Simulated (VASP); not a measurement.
All values below come from r2SCAN meta-GGA, VASP's PBE PAW potentials (set 64) (plane waves; VASP).

Input for VASP

### KPOINTS
```
Automatic
0
Gamma
  8 8 4
0 0 0
```

POSCAR:
```
PtAs
1
    3.8277603717    -0.0000000000    -0.0000000000
   -1.9138801858     3.3149379618    -0.0000000000
    0.0000000000     0.0000000000     6.7429060906
Pt As
2 2
Direct
  0.3333330000   0.6666670000   0.0072543089
  0.6666670000   0.3333330000   0.5072543089
  0.3333330000   0.6666670000   0.3677456911
  0.6666670000   0.3333330000   0.8677456911
```

INCAR:
```
! general
SYSTEM =PtAs
PREC   =Accurate
ENCUT  =400
LREAL  =.FALSE.
LASPH  =.TRUE.

! electronic loop
EDIFF  =1E-6
NELM   =100
ALGO   =Normal
LMAXMIX=6
LMIXTAU=.TRUE.

! smearing
ISMEAR =1
SIGMA  =0.1

! functional
METAGGA=R2SCAN

! ions
IBRION =2
NSW    =60
ISIF   =3
EDIFFG =-0.02

! output
LWAVE  =.FALSE.
LCHARG =.FALSE.
```

POTCAR, in this order: Pt As (PBE.64 set). Program: vasp_std.

Output of the run:

File OSZICAR:
```
       N       E                     dE             d eps       ncg     rms          rms(c)
DAV:   1     0.162060143468E+02    0.16206E+02   -0.12428E+04  1140   0.117E+03
DAV:   2    -0.135426995726E+03   -0.15163E+03   -0.14507E+03  1358   0.238E+02
DAV:   3    -0.141784772922E+03   -0.63578E+01   -0.61545E+01  1329   0.477E+01
DAV:   4    -0.141881647355E+03   -0.96874E-01   -0.96713E-01  1325   0.624E+00
DAV:   5    -0.141883757223E+03   -0.21099E-02   -0.21096E-02  1391   0.877E-01    0.147E+01
DAV:   6    -0.136007206415E+03    0.58766E+01   -0.78847E+00  1188   0.243E+01    0.749E+00
DAV:   7    -0.132981033972E+03    0.30262E+01   -0.85896E-01  1158   0.887E+00    0.455E+00
DAV:   8    -0.132971410030E+03    0.96239E-02   -0.40066E-01  1155   0.444E+00    0.915E-01
DAV:   9    -0.132914467150E+03    0.56943E-01   -0.20773E-01  1206   0.341E+00    0.347E-01
DAV:  10    -0.133086337308E+03   -0.17187E+00   -0.10475E-01  1157   0.202E+00    0.158E-01
DAV:  11    -0.133129725225E+03   -0.43388E-01   -0.21641E-02  1272   0.101E+00    0.859E-02
DAV:  12    -0.133128448690E+03    0.12765E-02   -0.69648E-04  1289   0.202E-01    0.631E-02
DAV:  13    -0.133128939006E+03   -0.49032E-03   -0.33821E-03  1167   0.396E-01    0.463E-02
DAV:  14    -0.133129533214E+03   -0.59421E-03   -0.24488E-04  1173   0.132E-01    0.303E-02
DAV:  15    -0.133129786792E+03   -0.25358E-03   -0.23837E-04  1181   0.106E-01    0.131E-02
DAV:  16    -0.133129811345E+03   -0.24553E-04   -0.39108E-05  1152   0.522E-02    0.596E-03
DAV:  17    -0.133129823669E+03   -0.12324E-04   -0.96583E-06  1242   0.242E-02    0.212E-03
DAV:  18    -0.133129824772E+03   -0.11031E-05   -0.60167E-07   710   0.716E-03    0.125E-03
DAV:  19    -0.133129825479E+03   -0.70736E-06   -0.49279E-07   582   0.566E-03
   1 F= -.13312983E+03 E0= -.13313092E+03  d E =-.133130E+03
       N       E                     dE             d eps       ncg     rms          rms(c)
DAV:   1    -0.133151755859E+03   -0.21931E-01   -0.51760E-01  1146   0.597E+00    0.955E-01
DAV:   2    -0.133130737595E+03    0.21018E-01   -0.10989E-01  1149   0.294E+00    0.351E-01
DAV:   3    -0.133129332583E+03    0.14050E-02   -0.41247E-03  1182   0.552E-01    0.194E-01
DAV:   4    -0.133128235113E+03    0.10975E-02   -0.55086E-03  1222   0.362E-01    0.818E-02
DAV:   5    -0.133129204929E+03   -0.96982E-03   -0.65401E-04  1154   0.180E-01    0.583E-02
DAV:   6    -0.133129186605E+03    0.18324E-04   -0.19623E-04  1204   0.812E-02    0.266E-02
DAV:   7    -0.133129210741E+03   -0.24136E-04   -0.59860E-05  1143   0.657E-02    0.651E-03
DAV:   8    -0.133129236795E+03   -0.26054E-04   -0.12042E-05  1155   0.318E-02    0.155E-03
DAV:   9    -0.133129236118E+03    0.67686E-06   -0.18325E-06   781   0.108E-02
   2 F= -.13312924E+03 E0= -.13313048E+03  d E =0.589361E-03
       N       E                     dE             d eps       ncg     rms          rms(c)
DAV:   1    -0.133138194961E+03   -0.89582E-02   -0.17908E-01  1146   0.351E+00    0.561E-01
DAV:   2    -0.133130906429E+03    0.72885E-02   -0.38260E-02  1146   0.172E+00    0.195E-01
DAV:   3    -0.133130439535E+03    0.46689E-03   -0.14211E-03  1185   0.327E-01    0.105E-01
DAV:   4    -0.133130087175E+03    0.35236E-03   -0.18183E-03  1222   0.208E-01    0.477E-02
DAV:   5    -0.133130383815E+03   -0.29664E-03   -0.14436E-04  1143   0.847E-02    0.373E-02
DAV:   6    -0.133130408139E+03   -0.24324E-04   -0.76396E-05  1239   0.493E-02    0.164E-02
DAV:   7    -0.133130430999E+03   -0.22861E-04   -0.16453E-05  1143   0.343E-02    0.428E-03
DAV:   8    -0.133130430422E+03    0.57785E-06   -0.31942E-06  1153   0.167E-02
   3 F= -.13313043E+03 E0= -.13313159E+03  d E =-.604942E-03
```

File OUTCAR:
```
------------------------ aborting loop because EDIFF is reached ----------------------------------------
  FORCE on cell =-STRESS in cart. coord.  units (eV):
  Direction    XX          YY          ZZ          XY          YZ          ZX
  --------------------------------------------------------------------------------------
  Total       -0.0123530     -0.0123530     -0.0075931     -0.0000000      0.0000000      0.0000000
  in kB       -0.2304228     -0.2304229     -0.1416357     -0.0000000      0.0000000      0.0000000
  external PRESSURE =      -0.2008271 kB  Pullay stress =       0.0000000 kB
  volume of cell :       85.89
      direct lattice vectors                 reciprocal lattice vectors
     3.833083109  0.000000000  0.000000000     0.260886595  0.150622935  0.000000000
    -1.916541555  3.319547589 -0.000000000    -0.000000000  0.301245870  0.000000000
     0.000000000 -0.000000000  6.750418456    -0.000000000  0.000000000  0.148138964
 POSITION                                       TOTAL-FORCE (eV/Angst)
 -----------------------------------------------------------------------------------
     -0.00000      2.21303      0.04996         0.000000      0.000000      0.015455
      1.91654      1.10651      3.42517        -0.000000     -0.000000      0.015455
     -0.00000      2.21303      2.48144        -0.000000     -0.000000     -0.015455
      1.91654      1.10651      5.85665         0.000000      0.000000     -0.015455
 -----------------------------------------------------------------------------------
    total drift:                               -0.000886      0.000511     -0.000067
  FREE ENERGIE OF THE ION-ELECTRON SYSTEM (eV)
  ---------------------------------------------------
  free  energy   TOTEN  =      -133.1304304215 eV

  energy  without entropy=     -133.1339075188  energy(sigma->0) =     -133.13158945

 reached required accuracy - stopping structural energy minimisation
```
(Selected blocks of OUTCAR.)

**CONTCAR**
```
PtAs
   1.00000000000000
     3.8330831094614144    0.0000000000000803    0.0000000000000000
    -1.9165415546805682    3.3195475889215191   -0.0000000000000000
     0.0000000000000000   -0.0000000000000000    6.7504184564014302
  Pt              As
     2     2
Direct
     0.3333330000000032    0.6666669999999968    0.0074014283517909
     0.6666669999999968    0.3333330000000032    0.5074014283517908
     0.3333330000000032    0.6666669999999968    0.3675985716482091
     0.6666669999999968    0.3333330000000032    0.8675985716482092
```

The structure was generated: PtAs was put into the wurtzite type (P6_3mc), which need not be its known phase. This run relaxes it. Symmetry was kept, so distortions that lower it aren't found. The start is the result of an earlier pass.
